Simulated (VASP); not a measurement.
**Al2O3 (Corundum): cell size against the level of theory**

How close do the usual functionals, with and without dispersion, come to the cell of Al2O3 (Corundum)? The levels: LDA, PBE, r2SCAN, PBE + D3(BJ), r2SCAN + rVV10, revPBE + D3(BJ), optB88-vdW and vdW-DF-cx. LASPH is on for some levels and off for others; the table marks which. The start is a cell from a database of measured crystal structures.

Program: VASP 6.6.1. Level of theory: LDA; plane waves and PAW (Al, O), in the first sound run; inputs show where later runs differ. Results are calculated unless marked as measured.

**Measured values to reproduce.**

For Al2O3, corundum (one undoped alumina crystal), “Standard Reference Material (SRM 1990) For Single Crystal Diffractometer Alignment” (2001, pmc:4865310) gives, by single-crystal X-ray diffraction: lattice constant a (a, hexagonal setting) 4.75999 ± 3e-05 Å; lattice constant c (c, hexagonal setting) 12.9948 ± 7e-05 Å.

## Step 1: Starting point

Before any relaxation, the start is as follows. The structure is trigonal, space group R-3c (No. 167). The conventional cell has a = 4.760 Å, b = 4.760 Å, c = 12.996 Å, α = 90.00°, β = 90.00°, γ = 120.00°. Nearest to Al lie 6 O at 1.85 to 1.97 Å. Nearest to O lie 4 Al at 1.85 to 1.97 Å. Farther neighbours and most contacts between anions are not listed.

## Step 2: Relaxation with LDA

The start need not lie at this functional's minimum. ISIF = 3 frees volume, shape and positions, and EDIFFG sets the threshold on forces and stress at which the search stops. LDA, the lowest rung, knows the local density alone.

The input, INCAR:

```
SYSTEM = Al2O3
PREC = Accurate
ENCUT = 560
EDIFF = 1E-06
NELM = 100
ISMEAR = -1
SIGMA = 0.05
LREAL = .FALSE.
ALGO = Normal
GGA = CA
NBANDS = 34
LORBIT = 11
LWAVE = .FALSE.
LCHARG = .FALSE.
KPAR = 8
IBRION = 2
NSW = 60
ISIF = 3
EDIFFG = -0.01
```

The input, POSCAR:

```
Al2O3
1.0
    2.3802500000      1.3742379782      4.3318666667
   -2.3802500000      1.3742379782      4.3318666667
    0.0000000000     -2.7484759565      4.3318666667
Al O
4 6
Direct
    0.3521600000      0.3521600000      0.3521600000
    0.1478400000      0.1478400000      0.1478400000
    0.6478400000      0.6478400000      0.6478400000
    0.8521600000      0.8521600000      0.8521600000
    0.5566800000      0.9433200000      0.2500000000
    0.2500000000      0.5566800000      0.9433200000
    0.9433200000      0.2500000000      0.5566800000
    0.4433200000      0.0566800000      0.7500000000
    0.7500000000      0.4433200000      0.0566800000
    0.0566800000      0.7500000000      0.4433200000
```

The input, KPOINTS:

```
Automatic mesh
0
Gamma
5 5 5
0 0 0
```

The projector-augmented-wave data sets are Al and O (PBE family, release 64).

Launch:

```
$ mpirun -np 8 vasp_std
```

Log:

```text
[banner, memory and clock lines left out]
running    8 mpi-ranks, on    1 nodes
 distrk:  each k-point on    1 cores,    8 groups
 distr:  one band on    1 cores,    1 groups

 POSCAR found type information on POSCAR AlO
 POSCAR found :  2 types and      10 ions
|                                                                             |
|           W    W    AA    RRRRR   N    N  II  N    N   GGGG   !!!           |
|           W    W   A  A   R    R  NN   N  II  NN   N  G    G  !!!           |
|           W    W  A    A  R    R  N N  N  II  N N  N  G       !!!           |
|           W WW W  AAAAAA  RRRRR   N  N N  II  N  N N  G  GGG   !            |
|           WW  WW  A    A  R   R   N   NN  II  N   NN  G    G                |
|           W    W  A    A  R    R  N    N  II  N    N   GGGG   !!!           |
|                                                                             |
|     For optimal performance we recommend to set                             |
|       NCORE = 2 up to number-of-cores-per-socket                            |
|     NCORE specifies how many cores store one orbital (NPAR=cpu/NCORE).      |
|     This setting can greatly improve the performance of VASP for DFT.       |
|     The default, NCORE=1 might be grossly inefficient on modern             |
|     multi-core architectures or massively parallel machines. Do your        |
|     Unfortunately you need to use the default for GW and RPA                |
|     calculations (for HF NCORE is supported but not extensively tested      |
|     yet).                                                                   |
|                                                                             |

|                                                                             |
|               ----> ADVICE to this user running VASP <----                  |
|                                                                             |
|     You enforced a specific xc type in the INCAR file but a different       |
|     [... a line on the potential file left out ...]
|     I HOPE YOU KNOW WHAT YOU ARE DOING!                                     |
|                                                                             |

 LDA part: xc-table for (Slater(with rela. corr.)+CA(PZ))
 , standard interpolation
 POSCAR, INCAR and KPOINTS ok, starting setup
 FFT: planning ... GRIDC
 FFT: planning ... GRID_SOFT
 FFT: planning ... GRID
 WAVECAR not read
 entering main loop
       N       E                     dE             d eps       ncg     rms          rms(c)
DAV:   1     0.234617454990E+03    0.23462E+03   -0.26547E+04  1292   0.143E+03
DAV:   2    -0.771722257102E+02   -0.31179E+03   -0.30059E+03  1656   0.301E+02
DAV:   3    -0.906692736590E+02   -0.13497E+02   -0.13451E+02  1668   0.641E+01
DAV:   4    -0.907783929776E+02   -0.10912E+00   -0.10906E+00  1592   0.662E+00
DAV:   5    -0.907797603923E+02   -0.13674E-02   -0.13672E-02  1648   0.738E-01    0.163E+01
DAV:   6    -0.833799689184E+02    0.73998E+01   -0.27178E+01  1566   0.276E+01    0.539E+00
DAV:   7    -0.832829298174E+02    0.97039E-01   -0.75123E-01  1582   0.434E+00    0.306E+00
DAV:   8    -0.832079365063E+02    0.74993E-01   -0.86033E-02  1622   0.223E+00    0.588E-01
DAV:   9    -0.832036338119E+02    0.43027E-02   -0.14652E-02  1654   0.602E-01    0.270E-01
DAV:  10    -0.832036827007E+02   -0.48889E-04   -0.47488E-04  1542   0.129E-01    0.604E-02
DAV:  11    -0.832036645465E+02    0.18154E-04   -0.12252E-04  1590   0.652E-02    0.266E-02
DAV:  12    -0.832036650660E+02   -0.51950E-06   -0.29806E-06  1430   0.119E-02
   1 F= -.83203665E+02 E0= -.83203665E+02  d E =-.832037E+02
 curvature:   0.00 expect dE= 0.000E+00 dE for cont linesearch  0.000E+00
 trial: gam= 0.00000 g(F)=  0.555E-02 g(S)=  0.628E-01 ort = 0.000E+00 (trialstep = 0.100E+01)
 search vector abs. value=  0.683E-01
 bond charge predicted
       N       E                     dE             d eps       ncg     rms          rms(c)
DAV:   1    -0.834475274131E+02   -0.24386E+00   -0.64040E+00  1534   0.168E+01    0.366E+00
DAV:   2    -0.832113698129E+02    0.23616E+00   -0.87165E-01  1524   0.532E+00    0.637E-01
DAV:   3    -0.832079763340E+02    0.33935E-02   -0.28512E-02  1506   0.935E-01    0.228E-01
DAV:   4    -0.832063913054E+02    0.15850E-02   -0.26416E-03  1550   0.319E-01    0.991E-02
DAV:   5    -0.832062545008E+02    0.13680E-03   -0.55655E-04  1624   0.132E-01    0.183E-02
DAV:   6    -0.832062554299E+02   -0.92914E-06   -0.10384E-05  1492   0.205E-02    0.115E-02
DAV:   7    -0.832062546323E+02    0.79759E-06   -0.37469E-06  1522   0.117E-02
   2 F= -.83206255E+02 E0= -.83206255E+02  d E =-.258957E-02
[...]
3 F= -.83221491E+02 E0= -.83221491E+02  d E =-.178263E-01
[...]
4 F= -.83221488E+02 E0= -.83221488E+02  d E =-.178232E-01
[...]
5 F= -.83221790E+02 E0= -.83221790E+02  d E =-.301297E-03
 trial-energy change:   -0.000301  1 .order   -0.000301   -0.000721    0.000118
 step:   0.7784(harm=  0.7784)  dis= 0.00145  next Energy=   -83.221798 (dE=-0.309E-03)
 bond charge predicted
       N       E                     dE             d eps       ncg     rms          rms(c)
DAV:   1    -0.832217996423E+02   -0.99206E-05   -0.23898E-03  1306   0.300E-01    0.160E-02
DAV:   2    -0.832217998047E+02   -0.16241E-06   -0.57659E-05  1656   0.440E-02    0.876E-03
DAV:   3    -0.832217978707E+02    0.19340E-05   -0.19984E-06  1162   0.105E-02    0.352E-03
DAV:   4    -0.832217976306E+02    0.24013E-06   -0.10520E-06   744   0.668E-03
   6 F= -.83221798E+02 E0= -.83221798E+02  d E =-.309356E-03
 curvature:  -0.40 expect dE=-0.154E-04 dE for cont linesearch -0.201E-07
 trial: gam= 0.00104 g(F)=  0.170E-04 g(S)=  0.216E-04 ort = 0.641E-05 (trialstep = 0.881E+00)
 search vector abs. value=  0.386E-04
 reached required accuracy - stopping structural energy minimisation
```

The job ended after 22 s (8 MPI ranks of AMD EPYC 9R45, shared host; peak memory 1.9 GiB).

The logs omit lines about the potential files and the build; timing stands in the text.

From OUTCAR (step 2):

```text
ion  position               nearest neighbor table
   1  0.352  0.352  0.352-   9 1.85  10 1.85   8 1.85   7 1.97   5 1.97   6 1.97   2 2.66   3 2.79
                             3 2.79   3 2.79   2 3.22   2 3.22   2 3.22
   2  0.148  0.148  0.148-  10 1.85   9 1.85   8 1.85   6 1.97   5 1.97   7 1.97   1 2.66   4 2.79
                             4 2.79   4 2.79   1 3.22   1 3.22   1 3.22
   3  0.648  0.648  0.648-   6 1.85   7 1.85   5 1.85  10 1.97   8 1.97   9 1.97   4 2.66   1 2.79
                             1 2.79   1 2.79   4 3.22   4 3.22   4 3.22
   4  0.852  0.852  0.852-   7 1.85   6 1.85   5 1.85   9 1.97   8 1.97  10 1.97   3 2.66   2 2.79
                             2 2.79   2 2.79   3 3.22   3 3.22   3 3.22
   5  0.557  0.943  0.250-   3 1.85   4 1.85   1 1.97   2 1.97
   6  0.250  0.557  0.943-   3 1.85   4 1.85   2 1.97   1 1.97
   7  0.943  0.250  0.557-   4 1.85   3 1.85   1 1.97   2 1.97
   8  0.443  0.057  0.750-   1 1.85   2 1.85   3 1.97   4 1.97
   9  0.750  0.443  0.057-   1 1.85   2 1.85   4 1.97   3 1.97
  10  0.057  0.750  0.443-   2 1.85   1 1.85   3 1.97   4 1.97

  LATTYP: Found a trigonal (rhomboedric) cell.
 ALAT       =     5.1302230849
 COS(alpha) =     0.5694707703

 Subroutine GETGRP returns: Found 12 space group operations
 (whereof  6 operations were pure point group operations)

The static configuration has the point symmetry S_6 .
 The point group associated with its full space group is D_3d.

 Found     19 irreducible k-points:

   k-points           NKPTS =     19   k-points in BZ     NKDIM =     19   number of bands    NBANDS=     34

   dimension x,y,z NGX =    40 NGY =   40 NGZ =   40
   dimension x,y,z NGXF=    80 NGYF=   80 NGZF=   80

   ENCUT  =  560.0 eV  41.16 Ry    6.42 a.u.   9.90  9.90  9.90*2*pi/ulx,y,z

   NELECT =      48.0000    total number of electrons

 k-points in reciprocal lattice and weights: Automatic mesh
   0.00000000  0.00000000  0.00000000       0.008
   0.20000000 -0.00000000  0.00000000       0.048
   0.40000000 -0.00000000 -0.00000000       0.048
   0.20000000  0.20000000  0.00000000       0.048
   0.40000000  0.20000000 -0.00000000       0.096
  -0.40000000  0.20000000  0.00000000       0.096
  -0.20000000  0.20000000  0.00000000       0.048
   0.40000000  0.40000000 -0.00000000       0.048
  -0.40000000  0.40000000  0.00000000       0.048
[...]
0.40000000  0.40000000  0.40000000       0.016
  -0.40000000  0.40000000  0.40000000       0.048

 average (electrostatic) potential at core
       1 -70.6959       2 -70.6959       3 -70.6959       4 -70.6959       5 -66.7607
       6 -66.7607       7 -66.7607       8 -66.7607       9 -66.7607      10 -66.7607

 E-fermi :   7.1168

 k-point     1 :       0.0000    0.0000    0.0000
  band No.  band energies     occupation
    ...
     20       5.4661      2.00000
     21       5.4661      2.00000
     22       5.9414      2.00000
     23       5.9414      2.00000
     24       5.9817      2.00000
     25      12.3659      0.00000
     26      15.0375      0.00000
     27      16.7333      0.00000
     28      17.5063      0.00000
     29      17.5063      0.00000
    ...

 k-point     2 :       0.2000   -0.0000    0.0000
  band No.  band energies     occupation
    ...
     20       4.8772      2.00000
     21       5.2302      2.00000
     22       5.5833      2.00000
     23       5.8750      2.00000
     24       5.9084      2.00000
     25      13.2115      0.00000
     26      15.7394      0.00000
     27      16.2031      0.00000
     28      16.8836      0.00000
     29      17.1476      0.00000
    ...

 k-point     3 :       0.4000   -0.0000   -0.0000
  band No.  band energies     occupation
    ...
     20       4.6241      2.00000
     21       4.9970      2.00000
     22       5.3041      2.00000
     23       5.7070      2.00000
     24       5.7407      2.00000
     25      14.7877      0.00000
     26      15.6277      0.00000
     27      15.7435      0.00000
     28      16.2360      0.00000
     29      17.1619      0.00000
    ...

  Total        0.0446983      0.0446983      0.0218022      0.0000000     -0.0000000      0.0000000
  in kB        0.8556059      0.8556059      0.4173332      0.0000000     -0.0000000      0.0000000
  external PRESSURE =       0.7095150 kB  Pullay stress =       0.0000000 kB

  energy-cutoff  :      560.00
  volume of cell :       83.70
      direct lattice vectors                 reciprocal lattice vectors
     2.369274663  1.367901365  4.304335227     0.211035051  0.121841144  0.077441304
    -2.369274663  1.367901365  4.304335227    -0.211035051  0.121841144  0.077441304
    -0.000000000 -2.735802729  4.304335227     0.000000000 -0.243682287  0.077441304

 POSITION                                       TOTAL-FORCE (eV/Angst)
 -----------------------------------------------------------------------------------
     -0.00000     -0.00000      4.54510         0.000000     -0.000000      0.009340
     -0.00000     -0.00000      1.91140         0.000000      0.000000     -0.009340
     -0.00000     -0.00000      8.36790         0.000000      0.000000     -0.009340
     -0.00000     -0.00000     11.00161         0.000000     -0.000000      0.009340
     -0.92080      1.36790      7.53259        -0.000722      0.000000      0.000000
     -0.72424     -1.48139      7.53259         0.000361     -0.000625     -0.000000
      1.64504      0.11349      7.53259         0.000361      0.000625      0.000000
      0.92080     -1.36790      5.38042         0.000722     -0.000000      0.000000
      0.72424      1.48139      5.38042        -0.000361      0.000625      0.000000
     -1.64504     -0.11349      5.38042        -0.000361     -0.000625     -0.000000
 -----------------------------------------------------------------------------------
    total drift:                                0.000000     -0.000000      0.000000

  FREE ENERGIE OF THE ION-ELECTRON SYSTEM (eV)
  ---------------------------------------------------
  free  energy   TOTEN  =       -83.2217976306 eV

  energy  without entropy=      -83.2217976306  energy(sigma->0) =      -83.22179763

 reached required accuracy - stopping structural energy minimisation

 total charge
# of ion       s       p       d       tot
------------------------------------------
    1        0.311   0.415   0.000   0.726
    2        0.311   0.415   0.000   0.726
    3        0.311   0.415   0.000   0.726
    4        0.311   0.415   0.000   0.726
    5        1.532   3.633   0.000   5.165
    6        1.532   3.633   0.000   5.165
    7        1.532   3.633   0.000   5.165
    8        1.532   3.633   0.000   5.165
    9        1.532   3.633   0.000   5.165
   10        1.532   3.633   0.000   5.165
--------------------------------------------------
tot         10.438  23.459   0.000  33.898

[... 3 further parts left out ...]
```

The gap is read on the k-mesh alone, so it is an upper bound where the band edges lie off the mesh. The PAW data sets were made with PBE, though LDA sets exist; this is a small mismatch. The run keeps the 12 symmetry operations of its start, so it cannot find a distortion of lower symmetry.

Step by step:

```
step  energy less that of the first step (eV)  largest force (eV/Å)  pressure (GPa)  volume (Å³)
   1                                   0.0000                0.1303           -3.92        85.02
   2                                  -0.0026                0.0576            4.00        82.49
   3                                  -0.0178                0.0372            0.07        83.69
   4                                  -0.0178                0.0350            0.18        83.66
   5                                  -0.0181                0.0147            0.05        83.71
   6                                  -0.0181                0.0093            0.07        83.70
```

```
conventional cell, symmetrised  before   after  change
                         a (Å)   4.760   4.739  -0.5 %
                         b (Å)   4.760   4.739  -0.5 %
                         c (Å)  12.996  12.913  -0.6 %
              volume (Å³/atom)    8.50    8.37  -1.5 %
```

The relaxed structure:

```cif
data_structure
_symmetry_space_group_name_H-M 'P 1'
_symmetry_Int_Tables_number 1
_cell_length_a 5.1002
_cell_length_b 5.1002
_cell_length_c 5.1002
_cell_angle_alpha 55.362
_cell_angle_beta 55.362
_cell_angle_gamma 55.362
_cell_volume 83.70
loop_
_atom_site_label
_atom_site_type_symbol
_atom_site_fract_x
_atom_site_fract_y
_atom_site_fract_z
_atom_site_occupancy
Al1 Al 0.35198 0.35198 0.35198 1
Al2 Al 0.14802 0.14802 0.14802 1
Al3 Al 0.64802 0.64802 0.64802 1
Al4 Al 0.85198 0.85198 0.85198 1
O5 O 0.55568 0.94432 0.25000 1
O6 O 0.25000 0.55568 0.94432 1
O7 O 0.94432 0.25000 0.55568 1
O8 O 0.44432 0.05568 0.75000 1
O9 O 0.75000 0.44432 0.05568 1
O10 O 0.05568 0.75000 0.44432 1
```

Numbers from this step:

```
electrons                       : 48
bands                           : 34
irreducible k-points            : 19
symmetry operations             : 12
free energy (TOTEN)             : -83.2218 eV
Fermi energy                    : 7.117 eV
pressure                        : 0.07095 GPa
metallic                        : no
valence top at k                : 0, 0, 0
conduction bottom at k          : 0, 0, 0
least direct gap at k           : 0, 0, 0
SCF cycles over all ionic steps : 37
gap on the k-mesh               : 6.384 eV
least direct gap on the k-mesh  : 6.384 eV
```

It ends with a largest force of 0.009 eV/Å and a pressure of 0.07 GPa. The volume lies -1.5 % from that of the database's start, which holds the thermal and zero-point expansion of its experiment. The conventional cell has a = 4.739 and c = 12.913 Å.

[end of part 1 of 4]

[Lines on the potential files, build, host, timing and source positions are cut from VASP's logs without a mark.]

[Logs are printed without paths, hosts, clocks, repeated set-up lines and the standing remarks that a program may print on its own settings, such as how far it seeks lower states.]

[Hosts, paths, dates, database ids (printed as entryN), source tags and the programs' standing remarks are cut or masked in the printed files.]

[A measured line is paired with the nearest computed mode of its activity, which favours agreement.]
